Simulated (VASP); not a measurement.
Given:

```
Al2Pt
1.0
    0.00000     2.95459     2.95459
    2.95459     0.00000     2.95459
    2.95459     2.95459     0.00000
Al Pt
2 1
Cartesian
  1.47729   1.47729   1.47729
  4.43188   4.43188   4.43188
  0.00000   0.00000   0.00000
```

The numbers are results of vdW-DF-cx, VASP's PBE PAW potentials (set 64) (plane waves; VASP 6.6.1), not measurements. Numerical set-up: 520 eV cut-off, Gaussian smearing of 0.050 eV, potentials Al Pt.

### Question
Give the energies of bands 1 to 11 at the high-symmetry points, in eV from the Fermi level.

### Answer

```json
[
 {"band": "1", "Γ": "-10.23", "X": "-6.30", "U": "-6.46", "L": "-7.90", "W": "-6.00"},
 {"band": "2", "Γ": "-5.07", "X": "-6.08", "U": "-5.91", "L": "-6.10", "W": "-6.00"},
 {"band": "3", "Γ": "-5.07", "X": "-5.80", "U": "-5.59", "L": "-4.75", "W": "-5.43"},
 {"band": "4", "Γ": "-5.07", "X": "-3.81", "U": "-4.34", "L": "-4.75", "W": "-5.11"},
 {"band": "5", "Γ": "-3.72", "X": "-3.81", "U": "-3.99", "L": "-3.74", "W": "-3.81"},
 {"band": "6", "Γ": "-3.72", "X": "-3.45", "U": "-3.66", "L": "-3.50", "W": "-3.28"},
 {"band": "7", "Γ": "3.07", "X": "-3.22", "U": "-3.07", "L": "-3.50", "W": "-2.79"},
 {"band": "8", "Γ": "3.77", "X": "-1.61", "U": "-2.02", "L": "1.01", "W": "-2.79"},
 {"band": "9", "Γ": "3.77", "X": "-1.61", "U": "-0.62", "L": "1.01", "W": "-0.90"},
 {"band": "10", "Γ": "3.77", "X": "3.19", "U": "3.31", "L": "3.78", "W": "5.23"},
 {"band": "11", "Γ": "5.43", "X": "3.34", "U": "5.40", "L": "5.16", "W": "5.23"}
]
```

It has no gap at this level: it comes out as a metal or semimetal.

The compound is PtAl2 in the fluorite structure. It was relaxed first.
